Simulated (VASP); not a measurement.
Computed with AM05 GGA, VASP's PBE PAW potentials (set 64) (plane waves; VASP 6.6.1).

Input for VASP

### KPOINTS
```
k-points along high-symmetry lines
8
Line-mode
Reciprocal
  0.000000   0.000000   0.000000 ! GAMMA
  0.500000   0.500000   0.000000 ! Y

  0.500000   0.500000   0.000000 ! Y
  0.500000   0.500000   0.000000 ! C_0

  0.500000  -0.500000   0.000000 ! SIGMA_0
  0.000000   0.000000   0.000000 ! GAMMA

  0.000000   0.000000   0.000000 ! GAMMA
  0.000000   0.000000   0.500000 ! Z

  0.000000   0.000000   0.500000 ! Z
  0.500000  -0.500000   0.500000 ! A_0

  0.500000   0.500000   0.500000 ! E_0
  0.500000   0.500000   0.500000 ! T

  0.500000   0.500000   0.500000 ! T
  0.500000   0.500000   0.000000 ! Y

  0.000000   0.000000   0.000000 ! GAMMA
  0.500000   0.000000   0.000000 ! S

  0.500000   0.000000   0.000000 ! S
  0.500000   0.000000   0.500000 ! R

  0.500000   0.000000   0.500000 ! R
  0.000000   0.000000   0.500000 ! Z

  0.000000   0.000000   0.500000 ! Z
  0.500000   0.500000   0.500000 ! T
```

### POSCAR
```
MnO2
4.3755860
  1.0000001005   0.0000000000   0.0000000000
  0.0000000000   1.0000001005   0.0000000000
  0.0000000000   0.0000000000   0.6471177387
Mn O
2 4
Cartesian
  0.0000000000   0.0000000000   0.0000000000
  0.5000000503   0.5000000503   0.3235588694
  0.3034292105   0.3034292105   0.0000000000
  0.8034292608   0.1965708398   0.3235588694
  0.1965708398   0.8034292608   0.3235588694
  0.6965708900   0.6965708900   0.0000000000
```

INCAR:
```
! general
SYSTEM  = MnO2
PREC    = Accurate
ENCUT   = 520   ! plane-wave cut-off (eV)
LREAL   = .False.
LASPH   = .True.
ICHARG  = 11   ! fixed density

! electronic loop
EDIFF   = 1E-7
NELM    = 100
ALGO    = Normal
LMAXMIX = 4   ! l cut-off of mixed one-centre charges

! smearing
ISMEAR  = 0
SIGMA   = 0.05

! functional
GGA     = AM

! spin
ISPIN   = 2   ! spin-polarised
MAGMOM  = 2.4 -2.4 -0.0 2*0.0 -0.0

! output
LWAVE   = .False.
LCHARG  = .False.
LORBIT  = 11   ! lm-projected
```

POTCAR, in this order: Mn_pv O (PBE.64 set). Program: vasp_std. Read from the step before: CHGCAR.

What will the output report for the number of irreducible k-points (NKPTS), largest plane-wave count, number of space-group operations, FFT grid (NGX, NGY, NGZ)?

```json
{
 "number of irreducible k-points (NKPTS)": "88",
 "largest_plane_wave_count": "1488",
 "number_of_space_group_operations": "16",
 "FFT grid (NGX, NGY, NGZ)": "36 × 36 × 24"
}
```

The compound is MnO2 in the rutile structure. It was relaxed first.
